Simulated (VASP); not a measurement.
# SnH₂ClO₂F: harmonic vibrations of a molecule

SnH₂ClO₂F, molecule in box, 7 atoms in the cell. PBE, harmonic vibrations; PAW potentials O, Sn_d, F, Cl, H (PBE set).

## Input

INCAR.step1:
```
SYSTEM = SnH2ClO2F
  PREC = Accurate
  ENCUT = 400
  EDIFF = 1E-8
  ISMEAR = 0
  SIGMA = 0.01
  ISYM = 0
  LREAL = .False.
  LASPH = .True.
  NELM = 100
  ALGO = Normal
  LWAVE = .False.
  LCHARG = .False.
  IBRION = 2
  NSW = 150
  ISIF = 2
  EDIFFG = -0.005
  POTIM = 0.5
```

INCAR.step2, as INCAR.step1 but for:
```
- IBRION = 2
- NSW = 150
- ISIF = 2
- EDIFFG = -0.005
- POTIM = 0.5
+ IBRION = 5
+ NFREE = 2
+ POTIM = 0.015
+ NSW = 1
```

KPOINTS:
```
k-points
0
Gamma
  1 1 1
```

POSCAR.step1:
```
SnH2ClO2F
1.0
   13.0000000000      0.0000000000      0.0000000000
    0.0000000000     13.0000000000      0.0000000000
    0.0000000000      0.0000000000     12.0000000000
O Sn F Cl H
2 1 1 1 2
Direct
    0.4221615400      0.4834192300      0.6115791700
    0.6492692300      0.4202807700      0.5540375000
    0.5228076900      0.4735500000      0.4933541700
    0.4667769200      0.3814961500      0.3859458300
    0.5558538500      0.6238576900      0.4022291700
    0.3527307700      0.4738346200      0.5858625000
    0.6378538500      0.3793730800      0.6197208300
```

Commands (each step's output is kept before the next begins):
```
cat potpaw_PBE.64/O/POTCAR potpaw_PBE.64/Sn_d/POTCAR potpaw_PBE.64/F/POTCAR potpaw_PBE.64/Cl/POTCAR potpaw_PBE.64/H/POTCAR > POTCAR
cp INCAR.step1 INCAR
cp POSCAR.step1 POSCAR
mpirun -np 8 vasp_gam > vasp.out
cp CONTCAR POSCAR
cp INCAR.step2 INCAR
mpirun -np 8 vasp_gam > vasp.out
```

## Result

- Vibrations (cm⁻¹; a negative value is imaginary): 3719, 3714, 889, 868, 612, 597, 579, 371, 206, 169, 157, 143, 128, 113, 77
- Zero-point energy (eV): 0.765
- Translations and rotations, which should read zero (cm⁻¹): -10, -10, -1, 4, 11, 14
- Vibrational entropy at 298 K (meV/K): 0.988
- Displaced cells: 42
- Ionic steps, all stages: 129
- Electronic steps, all stages: 2123

VASP 6.6.1 took 1527 s on 8 cores (Intel Xeon Platinum 8559C (Emerald Rapids)), a shared host.
